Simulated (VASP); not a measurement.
# Al36CN35 (a cell with a defect) in VASP: settings compared, part 2 of 2

VASP 6.6.1.

## 3. Single point, HSE06

The input, POSCAR:

```
Al36CN35                                
1.0
   -9.3835980000      0.0000000000      0.0000000000
    4.6917990000     -8.1264360000      0.0000000000
    0.0000000000      0.0000000000     10.0318520000
  Al              C               N             
    36     1    35
Direct
     0.5551541691876970    0.4445982627837460    0.4931114016276010
     0.5551699335834397    0.4446890294213880    0.0014322518490790
     0.5552867204860354    0.1107774527432685    0.4998786262737660
     0.5545641305150318    0.1118213327135304    0.0001578426007509
     0.5551564879177289    0.7783219322084807    0.4998885988087149
     0.5543884457070135    0.7764392885341822    0.0001964626400023
     0.2214232142318828    0.4445784528967914    0.4998450576420892
     0.2233722582525090    0.4453966810886573    0.0002158829629298
     0.2216245632969494    0.1106260142497067    0.4998420092167646
     0.2235070016234162    0.1117433714580843    0.0002475792999369
     0.2221024649628003    0.7777735105863280    0.4997507665468355
     0.2221331590338970    0.7778504058476540    0.9997994311788791
     0.8890904669830705    0.4445899401291677    0.4999155117240801
     0.8880951939357679    0.4453754679426077    0.0001808843868115
     0.8886608487945151    0.1109740899461393    0.4988741423812514
     0.8886809231640080    0.1110621810504820    0.0006683327244107
     0.8892285695598877    0.7781416678438090    0.4998739018091271
     0.8881860777078561    0.7763518638553379    0.0002343163321824
     0.4438545448005177    0.5557217119530661    0.2503193625929089
     0.4445136976418199    0.5554626314175661    0.7473448775739312
     0.4441187730905300    0.2227581605571145    0.2502272422898532
     0.4446521747202340    0.2228241924782630    0.7473907451600680
     0.4438723625773191    0.8890577790005598    0.2497197970323145
     0.4445973635686502    0.8890915637004190    0.7501325538409510
     0.1106251192637623    0.5557268497987731    0.2497269057508957
     0.1109019730047018    0.5554199119967219    0.7501929337263858
     0.1120502105902225    0.2229428456451219    0.2488251245723670
     0.1107899777758305    0.2220144930981258    0.7502347816375874
     0.1107455249713174    0.8890126220804023    0.2497965725874824
     0.1109699084702992    0.8890095603825862    0.7501811966907745
     0.7768684428153204    0.5554380032181105    0.2502525592173485
     0.7771703757315762    0.5553548769187130    0.7473992235470078
     0.7766301519560560    0.2229739073902370    0.2488291147662343
     0.7777802798475878    0.2221664461182985    0.7502252735676804
     0.7766261836658285    0.8874552629711328    0.2488398909966222
     0.7778694307816651    0.8890380609067912    0.7502541970851652
     0.5548479000555375    0.4447581185731687    0.1926813497943695
     0.5554300938608301    0.4445451725644576    0.6867844506757319
     0.5543622183984394    0.1085374982455117    0.1904831969428049
     0.5562184379304058    0.1107538235298269    0.6902976141727442
     0.5542575951805567    0.7800744895666486    0.1905482237823534
     0.5562679725121714    0.7791557585833546    0.6903090718823629
     0.2194100545297431    0.4452460378660346    0.1905493618989434
     0.2207555114920839    0.4436319745650263    0.6902842054842135
     0.2196537575085284    0.1083263309475835    0.1905745334152255
     0.2209662187753685    0.1106200653045632    0.6902968901686257
     0.2217516394732706    0.7779122095463398    0.1905492032889894
     0.2221984423135444    0.7778161073006554    0.6904847780882797
     0.8911276632447701    0.4452302462956385    0.1905050890420120
     0.8892274697025716    0.4437548547893450    0.6903230728044150
     0.8884063338101922    0.1111360955588315    0.1909642460490111
     0.8887565983485495    0.1110865020408536    0.6902290998795770
     0.8913088267633429    0.7799042877778658    0.1905846837376048
     0.8893941635734975    0.7790088039043453    0.6903233968654690
     0.4420869059994755    0.5576663590774601    0.4433263814835200
     0.4433426740396948    0.5564959218168714    0.9364189672170057
     0.4423290688839350    0.2185400378434389    0.4432796452302948
     0.4435674929729276    0.2208739082880077    0.9365059289914172
     0.4439626920040062    0.8889934525024232    0.4407760122767701
     0.4442421888242123    0.8890903979617568    0.9402124528212122
     0.1108395543183296    0.5559158057387872    0.4407878536328527
     0.1108729040558056    0.5557438447398781    0.9402655237738188
     0.1108355623423228    0.2221707321257217    0.4402100475871945
     0.1109422053480659    0.2222447332094648    0.9408354775066665
     0.1111008507104183    0.8887227159181900    0.4408110399725558
     0.1110564290995210    0.8888703898670703    0.9402642606395309
     0.7812417363060535    0.5574564072220207    0.4432487278883075
     0.7789817281289608    0.5563283216593233    0.9365223500681493
     0.7775716383285997    0.2222463495729055    0.4402504897474862
     0.7776407723332803    0.2222838377317837    0.9407576867876373
     0.7775109525331432    0.8887637844226060    0.4402126628370736
     0.7775649120810988    0.8887963684108839    0.9408602209249151
```

The input, INCAR.step1:

```
  ALGO = Normal
  EDIFF = 1E-5
  ENCUT = 400
  GGA = PE
  ICORELEVEL = 1
  ISIF = 2
  ISMEAR = 0
  LASPH = True
  LCHARG = False
  LREAL = Auto
  LUSENCCL = False
  LWAVE = True
  NELECT = 288.0
  NELM = 80
  PREC = Normal
  SIGMA = 0.01
```

The input, INCAR.step2:

```
  ALGO = Normal
  EDIFF = 1E-7
  ENCUT = 400
  GGA = PE
  HFSCREEN = 0.2
  ICORELEVEL = 1
  ISIF = 2
  ISMEAR = 0
  ISTART = 1
  LASPH = True
  LCHARG = False
  LHFCALC = True
  LREAL = Auto
  LUSENCCL = False
  LWAVE = False
  NELECT = 288.0
  NELM = 80
  PREC = Normal
  PRECFOCK = Fast
  SIGMA = 0.01
```

The input, KPOINTS:

```
k-points
0
Gamma
  1 1 1
```

Potentials or basis: VASP PAW PBE potentials, release 64 (Al, C, N).

Started as:

```
cat potpaw_PBE.64/Al/POTCAR potpaw_PBE.64/C/POTCAR potpaw_PBE.64/N/POTCAR > POTCAR
cp INCAR.step1 INCAR
mpirun -np 1 vasp_gam > vasp.out
cp INCAR.step2 INCAR
mpirun -np 1 vasp_gam > vasp.out
```

It took 15 min on 1 × NVIDIA H100 80GB with 1 thread of AMD EPYC 7R13 (Zen 3), shared host; peak memory 1.3 GiB.

Results (log left out):

```
Free energy            : -615.0633 eV
Largest force          : 0.110 eV/Å
Band gap on the k mesh : 4.61 eV, direct
```

Forces on the atoms (eV/Å):
```
Al  -0.017  0.003 -0.058
Al  -0.018  0.011 -0.044
Al   0.027 -0.008 -0.067
Al   0.011 -0.012 -0.071
Al  -0.003  0.018 -0.067
Al  -0.009 -0.005 -0.075
Al  -0.014 -0.011 -0.058
Al   0.004  0.007 -0.080
Al  -0.028 -0.001 -0.060
Al  -0.003  0.000 -0.084
Al   0.018 -0.010 -0.068
Al   0.018 -0.007 -0.056
Al   0.021 -0.014 -0.072
Al   0.015  0.003 -0.071
Al   0.014 -0.013 -0.059
Al   0.008 -0.006 -0.052
Al  -0.006  0.023 -0.070
Al   0.005  0.004 -0.073
Al  -0.047  0.026 -0.092
Al  -0.005  0.014 -0.061
Al  -0.011 -0.026 -0.086
Al   0.008 -0.002 -0.054
Al  -0.026 -0.025 -0.090
Al  -0.005 -0.014 -0.056
Al   0.024  0.025 -0.090
Al   0.005  0.018 -0.064
Al   0.004 -0.007 -0.080
Al  -0.009 -0.021 -0.069
Al   0.018  0.006 -0.093
Al   0.005 -0.008 -0.060
Al   0.017  0.013 -0.093
Al   0.007  0.005 -0.053
Al   0.001 -0.003 -0.078
Al   0.015 -0.009 -0.070
Al   0.008 -0.001 -0.084
Al   0.015  0.011 -0.067
C   -0.014  0.006  0.109
N    0.008 -0.006  0.074
N   -0.024  0.054  0.068
N    0.002 -0.003  0.063
N    0.013 -0.040  0.059
N   -0.004  0.006  0.061
N    0.023 -0.002  0.060
N   -0.003 -0.002  0.066
N    0.011  0.043  0.058
N    0.010 -0.003  0.063
N   -0.009  0.002  0.075
N    0.006  0.001  0.077
N   -0.057 -0.012  0.066
N    0.005  0.000  0.064
N   -0.009  0.006  0.060
N   -0.005  0.006  0.081
N   -0.039 -0.045  0.058
N    0.013  0.000  0.060
N    0.016 -0.006  0.093
N    0.037 -0.018  0.040
N    0.014  0.018  0.090
N    0.013  0.040  0.038
N   -0.006  0.017  0.081
N    0.002  0.024  0.076
N   -0.022  0.003  0.078
N   -0.017 -0.007  0.073
N    0.001 -0.008  0.069
N    0.011  0.005  0.077
N    0.014 -0.009  0.082
N    0.006 -0.003  0.075
N   -0.011 -0.016  0.100
N   -0.035 -0.028  0.035
N   -0.008  0.005  0.068
N   -0.017  0.011  0.083
N    0.006 -0.007  0.073
N    0.003 -0.019  0.072
```

Levels at points of the mesh, in eV from the valence-band top:
```
           k point  band 142  band 143  band 144  band 145  band 146  band 147
(0.00, 0.00, 0.00)     -0.09      0.00      0.00      4.61      5.40      5.41
```

Core levels (eV, on the scale of the bands):
| atom | levels |
| --- | --- |
| 1 Al | 1s -1497.6, 2s -94.9, 2p -56.3 |
| 2 Al | 1s -1496.9, 2s -94.2, 2p -55.7 |
| 3 Al | 1s -1497.5, 2s -94.8, 2p -56.3 |
| 4 Al | 1s -1497.6, 2s -94.9, 2p -56.3 |
| 5 Al | 1s -1497.5, 2s -94.8, 2p -56.3 |
| 6 Al | 1s -1497.6, 2s -94.9, 2p -56.3 |

Caveat: the cell is charged against a uniform background, so pressure and absolute levels hang on convention; the PAW data sets were made with another functional, which shifts forces and pressure a little.
